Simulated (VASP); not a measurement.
```xyz
2
Lattice="-2.8884 2.8884 1.5659 2.8884 -2.8884 1.5659 2.8884 2.8884 -1.5659" Properties=species:S:1:pos:R:3 pbc="T T T"
Sn     2.8884     0.0000     0.7829
Sn     0.0000     0.0000     0.0000
```

The numbers are results of LDA (Ceperley-Alder, Perdew-Zunger), VASP's LDA PAW potentials (set 64) (plane waves; VASP), not measurements. Settings: 520 eV cut-off, 15×15×15 Γ-centred mesh, tetrahedra with Blöchl corrections, potentials Sn_d.

Unless said otherwise, spin-orbit coupling is left out, though it shifts the bands of the heavy elements here.

Tabulate the total density of states (states/eV per cell) against energy (eV; zero at the valence-band maximum or, without a gap, the Fermi level).

(E (eV), DOS (states/eV)): (-9.98, 0.41); (-9.38, 0.51); (-8.90, 0.54); (-8.30, 0.67); (-7.70, 0.86); (-7.22, 0.95); (-6.62, 0.63); (-6.02, 0.49); (-5.54, 0.61); (-4.94, 0.41); (-4.34, 0.43); (-3.86, 0.73); (-3.26, 0.94); (-2.66, 0.90); (-2.18, 0.96); (-1.58, 1.34); (-0.98, 1.05); (-0.50, 0.95); (0.10, 0.90); (0.70, 0.98); (1.18, 0.85); (1.78, 1.01); (2.38, 1.13); (2.86, 1.11); (3.46, 1.27)
Within 2 eV below the Fermi level the largest weight inside VASP's projection spheres is Sn p.

The compound is Sn in the beta structure. It was relaxed first.
